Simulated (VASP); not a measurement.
Runs of VASP 6.6.1 on SnTe. Symmetry: Fm-3m, No. 225, cubic system. The conventional cell has a = 6.290 Å, b = 6.290 Å, c = 6.290 Å, α = 90.00°, β = 90.00°, γ = 90.00°. Sn (site symmetry m-3m) is surrounded by 6 Te at 3.14 Å. Te (site symmetry m-3m) is surrounded by 6 Sn at 3.14 Å. 

```csv
task,level,potentials or basis,spin,cell,cutoff (eV),gap on the mesh (eV),pressure (GPa)
band structure,LDA,"VASP PAW LDA potentials, release 64 (Sn_d, Te)",off,"Fm-3m, 31.1 Å³/atom",520,0.14,(b)
band structure,r2SCAN,"VASP PAW PBE potentials, release 64 (Sn_d, Te)",off,"Fm-3m, 31.1 Å³/atom",520,0.01,1.9
relaxation of cell and atoms,PBEsol,"VASP PAW PBE potentials, release 64 (Sn_d, Te)",off,relaxed,600,(a),0.0
optical spectrum,PBE,"VASP PAW PBE potentials, release 64 (Sn_d, Te)",off,"Fm-3m, 31.1 Å³/atom",520,0.11,2.6
band structure,PBE,"VASP PAW PBE potentials, release 64 (Sn_d, Te)","SOC, no magnetisation","Fm-3m, 31.1 Å³/atom",520,-,2.6
band structure,TB-mBJ,"VASP PAW PBE potentials, release 64 (Sn_d, Te)",off,"Fm-3m, 31.1 Å³/atom",520,0.13,-
band structure,PBE,"VASP PAW PBE potentials, release 64 (Sn_d, Te)",off,"Fm-3m, 31.1 Å³/atom",520,0.11,2.5
```

Alike in all rows: k mesh 10 × 10 × 10; smearing gaussian 0.03 eV.

**Question.** Estimate the missing entries.

**Answer.** (a) 0.16; (b) -1.2.

Caveats: spin-orbit coupling is left out, which moves the levels of the heavy elements (some runs); the PAW data sets were made with another functional, which shifts forces and pressure a little (some runs); the mesh misses the band edges, which the band path finds closer together (some runs); independent-particle spectra lack excitons (some runs).

A k mesh can miss the band edges, and rows without SOC leave out spin-orbit coupling on Sn, Te.
